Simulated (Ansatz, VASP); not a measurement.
# Zn (Zn(0001) monolayer) in two plane-wave programs

One calculation is typed for both programs; each brings its own data sets. How far apart do they land? The cell is taken from a series of runs on this material, whose earlier steps may have relaxed, scaled, displaced or heated it; both programs get it as it stands.

Program: Ansatz 0.2.0. Level of theory: plane waves, with VASP 6.6.1 beside it; single point at PBE. Results are calculated unless marked as measured.

## Step 1: Starting point

The cell holds 1 atom: 1 Zn. Its edges and angles: a = 2.660 Å, b = 2.660 Å, c = 18.000 Å, α = 90.0°, β = 90.0°, γ = 60.0°. Vacuum lies along c.

As a file:

```xyz
1
Lattice="2.6600 0.0000 0.0000 1.3300 2.3036 0.0000 0.0000 0.0000 18.0000" Properties=species:S:1:pos:R:3
Zn    2.6600    1.5358    9.0000
```

## Step 2: VASP: single point, PBE, pair 1

A single point gives forces, pressure and levels at one fixed geometry, so differences don't come from the geometry; what else differs is listed under the comparison.

Lines of VASP's logs that name or quote its potential files are left out, and so is its time.

File INCAR:

```
SYSTEM = Zn
PREC = Accurate
ENCUT = 400
EDIFF = 1E-06
NELM = 120
ISMEAR = -1
SIGMA = 0.1
LREAL = .FALSE.
ALGO = Normal
GGA = PE
NBANDS = 12
LORBIT = 11
LWAVE = .FALSE.
LCHARG = .FALSE.
ISIF = 2
LDIPOL = .TRUE.
IDIPOL = 3
DIPOL = 0.5 0.5 0.5
LVHAR = .TRUE.
LASPH = .TRUE.
GGA_COMPAT = .FALSE.
NELMDL = -8
KPAR = 2
```

File POSCAR:

```
Zn
1.0
    2.6600000000      0.0000000000      0.0000000000
    1.3300000000      2.3036275741      0.0000000000
    0.0000000000      0.0000000000     18.0000000000
Zn
1
Direct
    0.6666666667      0.6666666667      0.5000000000
```

File KPOINTS:

```
Automatic mesh
0
Gamma
18 18 1
0 0 0
```

PAW data sets: Zn (PBE family, release 64).

Launch:

```
$ mpirun -np 2 vasp_std
```

Numbers of over 12 decimals in the logs are rounded to 6 here.

What it wrote:

```text
[banner, memory and clock lines left out]
running    2 mpi-ranks, on    1 nodes
 distrk:  each k-point on    1 cores,    2 groups
 distr:  one band on    1 cores,    1 groups

 POSCAR found type information on POSCAR Zn
 POSCAR found :  1 types and       1 ions
 LDA part: xc-table for (Slater+PW92), standard interpolation
 POSCAR, INCAR and KPOINTS ok, starting setup
 FFT: planning ... GRIDC
 FFT: planning ... GRID_SOFT
 FFT: planning ... GRID
 WAVECAR not read
 entering main loop
       N       E                     dE             d eps       ncg     rms          rms(c)
DAV:   1     0.409756878266E+02    0.40976E+02   -0.45101E+03   888   0.669E+02
DAV:   2     0.569316856385E+00   -0.40406E+02   -0.39039E+02  1040   0.166E+02
DAV:   3    -0.829597967754E+00   -0.13989E+01   -0.13973E+01  1020   0.357E+01
DAV:   4    -0.840278727684E+00   -0.10681E-01   -0.10680E-01   980   0.332E+00
DAV:   5    -0.840395892315E+00   -0.11716E-03   -0.11716E-03  1020   0.282E-01
DAV:   6    -0.840397866854E+00   -0.19745E-05   -0.19747E-05   972   0.361E-02
DAV:   7    -0.840397910993E+00   -0.44139E-07   -0.44427E-07   772   0.473E-03
DAV:   8    -0.840397914310E+00   -0.33167E-08   -0.31013E-08   592   0.147E-03    0.207E+00
DAV:   9    -0.776995724392E+00    0.63402E-01   -0.37020E-01   988   0.103E+01    0.145E+00
DAV:  10    -0.770778226889E+00    0.62175E-02   -0.10459E-02  1024   0.133E+00    0.782E-01
DAV:  11    -0.768296882839E+00    0.24813E-02   -0.50137E-03   964   0.768E-01    0.567E-02
DAV:  12    -0.768446506165E+00   -0.14962E-03   -0.83666E-04  1000   0.255E-01    0.252E-02
DAV:  13    -0.768446859456E+00   -0.35329E-06   -0.47044E-05   972   0.921E-02    0.663E-03
DAV:  14    -0.768458481435E+00   -0.11622E-04   -0.22285E-06   916   0.133E-02    0.358E-03
DAV:  15    -0.768498580946E+00   -0.40100E-04   -0.12633E-05   920   0.154E-02    0.311E-03
DAV:  16    -0.768525256628E+00   -0.26676E-04   -0.28780E-06   896   0.107E-02    0.875E-04
DAV:  17    -0.768530383088E+00   -0.51265E-05   -0.23541E-07   860   0.227E-03    0.945E-04
DAV:  18    -0.768533664635E+00   -0.32815E-05   -0.24302E-07   884   0.153E-03    0.306E-04
DAV:  19    -0.768534981534E+00   -0.13169E-05   -0.17051E-08   888   0.102E-03    0.119E-04
DAV:  20    -0.768536172553E+00   -0.11910E-05   -0.68785E-08   920   0.564E-04    0.130E-04
DAV:  21    -0.768537234100E+00   -0.10615E-05   -0.26677E-08   840   0.596E-04    0.395E-05
DAV:  22    -0.768537272151E+00   -0.38051E-07   -0.18043E-10   832   0.129E-04
   1 F= -.76853727E+00 E0= -.75955425E+00  d E =-.179661E-01
```

From OUTCAR (step 2):

```text
ion  position               nearest neighbor table
   1  0.667  0.667  0.500-

  LATTYP: Found a hexagonal cell.
 ALAT       =     2.6600000000
 C/A-ratio  =     6.7669172932

 Subroutine GETGRP returns: Found 24 space group operations
 (whereof 12 operations were pure point group operations)

The static configuration has the point symmetry D_3h.
 The point group associated with its full space group is D_6h.

 Found     37 irreducible k-points:

   k-points           NKPTS =     37   k-points in BZ     NKDIM =     37   number of bands    NBANDS=     12

   dimension x,y,z NGX =    18 NGY =   18 NGZ =  120
   dimension x,y,z NGXF=    36 NGYF=   36 NGZF=  240

   ENCUT  =  400.0 eV  29.40 Ry    5.42 a.u.   4.34  4.34 29.35*2*pi/ulx,y,z

   NELECT =      12.0000    total number of electrons

 k-points in reciprocal lattice and weights: Automatic mesh
   0.00000000  0.00000000  0.00000000       0.003
   0.05555556  0.00000000  0.00000000       0.019
   0.11111111  0.00000000  0.00000000       0.019
   0.16666667  0.00000000  0.00000000       0.019
   0.22222222  0.00000000  0.00000000       0.019
   0.27777778  0.00000000  0.00000000       0.019
   0.33333333  0.00000000  0.00000000       0.019
   0.38888889  0.00000000  0.00000000       0.019
   0.44444444  0.00000000  0.00000000       0.019
[...]
-0.38888889  0.27777778  0.00000000       0.037
  -0.33333333  0.33333333  0.00000000       0.006

 dipolmoment           0.000000      0.000000     -0.000000 electrons x Angstroem

 average (electrostatic) potential at core
       1 -42.6211

 E-fermi :  -3.0252

 k-point     1 :       0.0000    0.0000    0.0000
  band No.  band energies     occupation
    ...
      3     -10.2150      2.00000
      4      -9.7973      2.00000
      5      -9.7973      2.00000
      6      -9.5446      2.00000
      7      -3.7895      1.99904
      8       0.2162      0.00000
      9       0.9672      0.00000
     10       1.2907      0.00000
     11       2.9078      0.00000
     12       3.1816      0.00000

 k-point     2 :       0.0556    0.0000    0.0000
  band No.  band energies     occupation
    ...
      3     -10.1940      2.00000
      4      -9.8226      2.00000
      5      -9.8009      2.00000
      6      -9.5090      2.00000
      7      -3.6837      1.99724
      8       0.3016      0.00000
      9       1.0559      0.00000
     10       1.3773      0.00000
     11       2.9967      0.00000
     12       3.2668      0.00000

 k-point     3 :       0.1111    0.0000    0.0000
  band No.  band energies     occupation
    ...
      3     -10.1328      2.00000
      4      -9.8923      2.00000
      5      -9.8112      2.00000
      6      -9.3888      2.00000
      7      -3.3714      1.93918
      8       0.5581      0.00000
      9       1.3218      0.00000
     10       1.6371      0.00000
     11       3.2631      0.00000
     12       3.5222      0.00000

  Total       -0.8971030     -0.8971030     -0.0537980      0.0000000      0.0000000     -0.0000000
  in kB      -13.0312628    -13.0312628     -0.7814668      0.0000000      0.0000000     -0.0000000
  external PRESSURE =      -8.9479974 kB  Pullay stress =       0.0000000 kB

  energy-cutoff  :      400.00
  volume of cell :      110.30
      direct lattice vectors                 reciprocal lattice vectors
     2.660000000  0.000000000  0.000000000     0.375939850 -0.217048973  0.000000000
     1.330000000  2.303627574  0.000000000     0.000000000  0.434097947  0.000000000
     0.000000000  0.000000000 18.000000000     0.000000000  0.000000000  0.055555556

 POSITION                                       TOTAL-FORCE (eV/Angst)
 -----------------------------------------------------------------------------------
      2.66000      1.53575      9.00000        -0.000000     -0.000000      0.000000
 -----------------------------------------------------------------------------------
    total drift:                               -0.000000     -0.000000     -0.000000

  FREE ENERGIE OF THE ION-ELECTRON SYSTEM (eV)
  ---------------------------------------------------
  free  energy   TOTEN  =        -0.7685372722 eV

  energy  without entropy=       -0.7505712182  energy(sigma->0) =       -0.75955425

 vacuum level on the upper side and lower side of the slab         0.991         0.991

 total charge
# of ion       s       p       d       tot
------------------------------------------
    1        0.626   0.365   9.709  10.700

[... 3 further parts left out ...]
```

## Step 3: Ansatz: single point, PBE, pair 1

Ansatz runs on its default PAW (the set named soft_2) files.

The same cell, functional, mesh and smearing now go to Ansatz, which takes its cutoff from its data sets.

File input.yaml:

```yaml
crystal:
  lattice:
    - [2.66, 0.0, 0.0]
    - [1.33, 2.3036275741, 0.0]
    - [0.0, 0.0, 18.0]
  atoms:
    - { symbol: Zn, position: [0.6666666667, 0.6666666667, 0.5] }
kpoints:
  mp_grid: { grid: [18, 18, 1] }
hamiltonian:
  xc: pbe
scf:
  occupations: { method: fermi_dirac, width: 0.1 }
  convergence: { dr2_threshold: 1.0e-09 }
efield:
  axis: 3
  dipole_correction: true
  ramp_position: 0.97
  ramp_width: 0.06
output:
  write_potential: true
  write_density: true
  volumetric_format: npy
  elf: true
```

Launch:

```
$ ansatz run input.yaml --threads 4 --pin off --max-ram 6144MiB --backend cpu --events-out ev --progress --plain --runs-dir out
```

What it wrote:

```text
Engine: ansatz 0.2.0, aarch64-unknown-linux-gnu
Pseudopotentials: kind: paw
Pseudopotential: Zn, paw, valence charge 12, recommended cutoff 420 eV (normal), Zn.paw.azcp
Functional definition: PBE
  parameter kappa = 0.804
  parameter beta = 0.066725
  exchange = pbe_x(kappa = kappa, mu = beta*pi^2/3)
  correlation = pbe_c(beta = beta)
Crystal: 1 atoms, lattice volume = 110.298 Å³
Basis set: ecut = 420 eV, 2191 PW (Γ)
Bands: 10, of which v1, the nominal top of the filled ones, is band 6 counted from 1 (5 counted from 0)
Symmetry: 12 space group operations
k-points: 37 of 324
Non-local potential: Zn, projectors of the file, l = 0: 2, l = 1: 2, l = 2: 3, l = 3: 1
PAW form: soft (Blöchl's): semilocal exchange-correlation on the pseudo side does not see the compensation charge
PAW one-centre angular grid: Zn, 590 points (default); XC on 64 Gauss nodes
Initial density: superposition of atomic densities (neutral atoms: chi_scale 0, normalization atom), corrected by the library's trained network
Initial wavefunctions: pseudopotential atomic-orbital guess
Functional: x = pbe(κ = 0.804, μ = 0.219515), c = pbe(β = 0.066725)
SCF iter   1: F=—  HF=-3318.689863 eV  |F-HF|=—  |Δ(HF+E_count)|=         —  Δρ=1.16e-3  dr2=8.83e-3  ethr=1.77e-3  p=-0.000 e·Å  D=-5.12e-15 V/Å  ΔV_dip=0.00 eV  dr2_dipole=3.80e-11  V_vac-E_F(+/−)=3.49/3.49 eV  ⟨swp⟩=6.7  Hψ=2608  notcnv=0
efield: sawtooth ramp at fractional position 0.9700 (set: `efield.ramp_position`, or a place that a band, a saddle search or an elastic batch's reference lends), width 0.0600; the density the first Hamiltonian is built on has a dipole p = -0.000 e·Å; the dipole correction subtracts the counter field D = -5.12e-15 V/Å, which shifts the + side's vacuum level by +0.00 eV against the − side's; the planar-averaged density in the ramp window peaks in size at 2.9e-5 e/Å³
preconditioner: auto → LDOS  [metal: Δε(μ)=0.134 eV  Ē_g=11.689 eV  σ=0.100 eV  W_gap=0.31  n_scr=10 (ndim 8)  ℏωp=12.2 eV  f_vac=0.753  D(μ)=0.62/eV (n_scr^D=4)  β→1.0]
SCF iter   2: F=—  HF=-3318.688748 eV  |F-HF|=—  |Δ(HF+E_count)|=   1.11e-3  Δρ=4.38e-4  dr2=5.26e-4  ethr=7.36e-5  p=-0.000 e·Å  D=-1.72e-6 V/Å  ΔV_dip=0.00 eV  dr2_dipole=5.24e-11  V_vac-E_F(+/−)=3.90/3.90 eV  ⟨swp⟩=2.4  Hψ=918  notcnv=0
SCF iter   3: F=—  HF=-3318.689007 eV  |F-HF|=—  |Δ(HF+E_count)|=   2.58e-4  Δρ=7.50e-4  dr2=3.37e-4  ethr=4.39e-6  p=0.000 e·Å  D=2.03e-7 V/Å  ΔV_dip=-0.00 eV  dr2_dipole=2.13e-11  V_vac-E_F(+/−)=3.99/3.99 eV  ⟨swp⟩=2.0  Hψ=713  notcnv=0
SCF iter   4: F=—  HF=-3318.688915 eV  |F-HF|=—  |Δ(HF+E_count)|=   9.21e-5  Δρ=4.50e-4  dr2=1.44e-4  ethr=2.80e-6  p=-0.000 e·Å  D=-1.39e-7 V/Å  ΔV_dip=0.00 eV  dr2_dipole=1.54e-13  V_vac-E_F(+/−)=4.00/4.00 eV  ⟨swp⟩=2.0  Hψ=591  notcnv=0
SCF iter   5: F=—  HF=-3318.688854 eV  |F-HF|=—  |Δ(HF+E_count)|=   6.04e-5  Δρ=1.61e-4  dr2=1.93e-5  ethr=1.20e-6  p=-0.000 e·Å  D=-3.10e-7 V/Å  ΔV_dip=0.00 eV  dr2_dipole=3.93e-12  V_vac-E_F(+/−)=4.01/4.01 eV  ⟨swp⟩=2.1  Hψ=556  notcnv=0
SCF iter   6: F=—  HF=-3318.688846 eV  |F-HF|=—  |Δ(HF+E_count)|=   8.54e-6  Δρ=3.13e-5  dr2=7.83e-7  ethr=1.61e-7  p=0.000 e·Å  D=1.50e-7 V/Å  ΔV_dip=-0.00 eV  dr2_dipole=3.43e-12  V_vac-E_F(+/−)=4.02/4.02 eV  ⟨swp⟩=2.0  Hψ=569  notcnv=0
SCF iter   7: F=—  HF=-3318.688844 eV  |F-HF|=—  |Δ(HF+E_count)|=   1.65e-6  Δρ=3.48e-6  dr2=9.03e-9  ethr=6.53e-9  p=-0.000 e·Å  D=-2.03e-7 V/Å  ΔV_dip=0.00 eV  dr2_dipole=3.63e-12  V_vac-E_F(+/−)=4.02/4.02 eV  ⟨swp⟩=2.0  Hψ=594  notcnv=0
SCF iter   8: F=-3318.688844 eV  HF=-3318.688844 eV  |F-HF|=5.96e-11  |Δ(HF+E_count)|=   3.84e-9  Δρ=3.53e-7  dr2=1.19e-10  ethr=8.33e-12  p=0.000 e·Å  D=1.76e-7 V/Å  ΔV_dip=-0.00 eV  dr2_dipole=3.00e-12  V_vac-E_F(+/−)=4.02/4.02 eV  ⟨swp⟩=5.9  Hψ=1645  notcnv=0
SCF 1 converged in 8 iterations: F = -3318.688844 eV  dr2 = 1.19e-10
  greatest PAW one-centre occupation: 0.983 electrons in one spin orbital (limit 2), on the Zn atom at site 0 (counted from 0), in its partial waves of l = 2
WARN: The output density's exchange-correlation potential varies sharply where the density is thin. Do not read a vacuum level from v_tot or v_xc, or from such a field of the output density. On a cell that repeats whose density bears no net charge and no dipole along the vacuum's axis use v_es (v_loc + v_h of the components); under efield.dipole_correction with no amplitude use v_es + v_field, which holds any externa [...]
SCF converged after 8 iterations
Free energy (F): -3318.688844 eV
Harris-Foulkes:  -3318.688844 eV  (|F-HF|=5.96e-11)
Internal energy: -3318.670888 eV  (E = F + TS)
E sigma→0 (E₀):  -3318.679866 eV
Entropy (-TS):   -0.017956 eV (-17.956 meV/atom)
Fermi energy:    -1.931172 eV
Dipole field:    D = -0.000003 V/Å  (p = -0.000002 e·Å, saw-weighted, corrected)
Work function:   Φ+ = 4.0168 eV   Φ− = 4.0167 eV
Levels:          The Fermi level and band energies are counted from a zero that moves with the ramp; work functions are not
--- Per-component energies (eV) ---
  E_band       = -100.540764
  E_kinetic    = 129.770632
  E_local      = -6891.319056  (includes V_loc(G=0)·N_el)
  E_nonlocal   = 610.671845
  E_hartree    = 3246.734734
  E_xc         = -136.529769
  E_vxc        = -50.920106  (∫ρ·V_xc dr)
  E_paw        = -1825.026566  (= ΣΔE_a)
  E_vpaw       = -392.213884  (= ΣTr[D̂ρ^β])
  E_aug_tail   = -0.000372  (compensation charges beyond the density's cutoff)
  E_efield     = 0.000000  (sawtooth field / dipole correction)
  E_vefield    = 0.000000  (∫n·V_field dr)
  E_ewald      = 1547.027665
  E_smearing   = -0.017956  (= −TS)
  E_closure    = -0.000000  (closes the sum)
  Σ components = -3318.688844   (vs F -3318.688844, Δ=0.00e0)
--- Band table (eV; the first three rows and the last of 37) ---
  k-point 0: bands = ["-10.2417", "-9.0973", "-9.0973", "-8.6779", "-8.6779", "-8.4372", "-2.6964", "1.3142", "2.0651", "2.3626"]
  k-point 1: bands = ["-10.1747", "-9.1087", "-9.0762", "-8.7033", "-8.6815", "-8.4021", "-2.5903", "1.3996", "2.1538", "2.4492"]
  k-point 2: bands = ["-9.9916", "-9.1376", "-9.0151", "-8.7735", "-8.6918", "-8.2836", "-2.2775", "1.6559", "2.4197", "2.7088"]
  k-point 36: bands = ["-9.1079", "-9.1079", "-9.0575", "-9.0575", "-8.8121", "0.7138", "0.7138", "1.1508", "5.7315", "8.1166"]
```

The column dr2 measures how far the density is from self-consistency, as an energy; F and HF (Harris–Foulkes) agree once it is small.

## Step 4: Comparison

Known differences besides the potentials themselves: the cutoff is 420 eV in Ansatz and 400 eV in VASP. Total energies have different zeros and are not compared.

The two programs side by side:

| quantity | Ansatz | VASP | difference |
| --- | --- | --- | --- |
| work function, lower of the two faces (eV) | 4.02 | 4.02 | 0.00 |
| work function, higher of the two faces (eV) | 4.02 | 4.02 | 0.00 |

With vacuum in the cell, a pressure given here is an average over mostly empty space and none of the material.

## Step 5: Ansatz: single point, PBE, pair 2

With cell and atoms fixed, the geometry can't cause a difference; cores, projectors, grids and the points listed under the comparison can. This pair takes another cell of the material, with 2 atoms against 1 for the pair before.

The cell is taken from a series of runs on this material, whose earlier steps may have relaxed, scaled, displaced or heated it; both programs get it as it stands.

input.yaml, the sections that differ from step 3:

```yaml
crystal:
  lattice:
    - [2.66, 0.0, 0.0]
    - [1.33, 2.3036275741, 0.0]
    - [0.0, 0.0, 20.46848]
  atoms:
    - { symbol: Zn, position: [0.6666666667, 0.6666666667, 0.4397004565] }
    - { symbol: Zn, position: [0.0, 0.0, 0.5602995435] }
output:
  write_potential: true
  write_density: true
  volumetric_format: npy
# kpoints, hamiltonian, scf, efield: as in step 3
```

What it wrote:

```text
[...]
Crystal: 2 atoms, lattice volume = 125.424 Å³
Basis set: ecut = 420 eV, 2487 PW (Γ)
Bands: 16, of which v1, the nominal top of the filled ones, is band 12 counted from 1 (11 counted from 0)
Symmetry: 6 space group operations
k-points: 37 of 324 (time reversal used)
[...]
k-point 0: bands = [... 8 lower, -7.4726, -7.3683, -7.3683, -5.9786, -2.1214, 2.1672, 3.3283, 4.2057]
  k-point 1: bands = [... 8 lower, -7.4783, -7.3857, -7.3694, -5.9192, -2.0062, 2.2504, 3.4161, 4.2928]
  k-point 2: bands = [... 8 lower, -7.4941, -7.4267, -7.3732, -5.7376, -1.6689, 2.5000, 3.6792, 4.5540]
  k-point 36: bands = [... 8 lower, -7.4419, -7.4419, 0.6280, 0.6280, 0.7922, 3.0958, 3.4544, 3.4544]
[key lines of the parts left out:]
SCF converged after 8 iterations
Free energy (F): -6637.771019 eV
Fermi energy:    -0.659887 eV
Dipole field:    D = 0.000002 V/Å  (p = 0.000001 e·Å, saw-weighted, corrected)
Work function:   Φ+ = 4.3447 eV   Φ− = 4.3448 eV
```

## Step 6: VASP: single point, PBE, pair 2

The same cell, functional, mesh and smearing now go to VASP, with its own data sets.

Edit INCAR of step 2 so:

```diff
@@ -10,3 +10,3 @@
 GGA = PE
-NBANDS = 12
+NBANDS = 18
 LORBIT = 11
```

File POSCAR:

```
Zn
1.0
    2.6600000000      0.0000000000      0.0000000000
    1.3300000000      2.3036275741      0.0000000000
    0.0000000000      0.0000000000     20.4684800000
Zn
2
Direct
    0.6666666666      0.6666666666      0.4397004565
    1.0000000000      1.0000000000      0.5602995435
```

KPOINTS is that of step 2.

Launch:

```
$ mpirun -np 2 vasp_std
```

What it wrote:

```text
[banner, memory and clock lines left out]
running    2 mpi-ranks, on    1 nodes
[...]
LDA part: xc-table for (Slater+PW92), standard interpolation
 POSCAR, INCAR and KPOINTS ok, starting setup
[...]
entering main loop
       N       E                     dE             d eps       ncg     rms          rms(c)
DAV:   1     0.104402556460E+03    0.10440E+03   -0.99229E+03  1356   0.108E+03
DAV:   2     0.329653032186E+01   -0.10111E+03   -0.99654E+02  1496   0.252E+02
DAV:   3    -0.205222902605E+01   -0.53488E+01   -0.53367E+01  1514   0.735E+01
DAV:   4    -0.210044610447E+01   -0.48217E-01   -0.48209E-01  1494   0.696E+00
[...]
DAV:  18    -0.192704157368E+01   -0.12283E-04   -0.15431E-06  1084   0.261E-03    0.486E-04
DAV:  19    -0.192704378097E+01   -0.22073E-05   -0.12081E-07  1132   0.871E-04    0.522E-04
DAV:  20    -0.192704455707E+01   -0.77609E-06   -0.85742E-08  1100   0.865E-04
   1 F= -.19270446E+01 E0= -.19150379E+01  d E =-.240133E-01
```

OUTCAR, selected parts (step 6):

```text
  Total       -1.2194915     -1.2194915      0.1411883      0.0000000     -0.0000000     -0.0000000
  in kB      -15.5779335    -15.5779335      1.8035564      0.0000000     -0.0000000     -0.0000000
  external PRESSURE =      -9.7841036 kB  Pullay stress =       0.0000000 kB

 POSITION                                       TOTAL-FORCE (eV/Angst)
 -----------------------------------------------------------------------------------
      2.66000      1.53575      9.00000         0.000000      0.000000     -0.102649
      0.00000      0.00000     11.46848        -0.000000     -0.000000      0.102649
 -----------------------------------------------------------------------------------
    total drift:                                0.000000      0.000000      0.000000

  FREE ENERGIE OF THE ION-ELECTRON SYSTEM (eV)
  ---------------------------------------------------
  free  energy   TOTEN  =        -1.9270445571 eV

  energy  without entropy=       -1.9030312217  energy(sigma->0) =       -1.91503789

[... 3 further parts left out ...]
[key lines of the parts left out:]
E-fermi :  -2.5844
```

(Part 1 of 2 ends here.)

[Lines on the potential files, build, host, timing and source positions are cut from VASP's logs without a mark.]

[Logs are printed without paths, hosts, clocks, repeated set-up lines and the standing remarks that a program may print on its own settings, such as how far it seeks lower states.]

[Hosts, paths, dates, database ids (printed as entryN), source tags and the programs' standing remarks are cut or masked in the printed files.]
